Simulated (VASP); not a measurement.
Input:

```yaml
crystal:
  lattice:
    - [5.30187, 0.00000, 0.00000]
    - [-2.65093, 4.59155, 0.00000]
    - [0.00000, 0.00000, 8.59514]
  atoms:
    - { symbol: Tl, position: [0.33333, 0.66667, 0.99986] }
    - { symbol: Tl, position: [0.66667, 0.33333, 0.49986] }
    - { symbol: Br, position: [0.33333, 0.66667, 0.37514] }
    - { symbol: Br, position: [0.66667, 0.33333, 0.87514] }
```

Method: PBE GGA, VASP's PBE PAW potentials (set 64) (plane waves; VASP). Settings: 400 eV cut-off, 6×6×3 Γ-centred mesh, tetrahedra with Blöchl corrections, potentials Tl_d Br.

Problem. Estimate the energy per atom (σ→0).

Solution. 
energy per atom (σ→0): -2.754 eV/atom

Only differences to runs with the same potentials and settings are physical.

The structure was generated: TlBr was put into the wurtzite type (P6_3mc), which need not be its known phase. It was relaxed first, which changed the volume by +83 %.
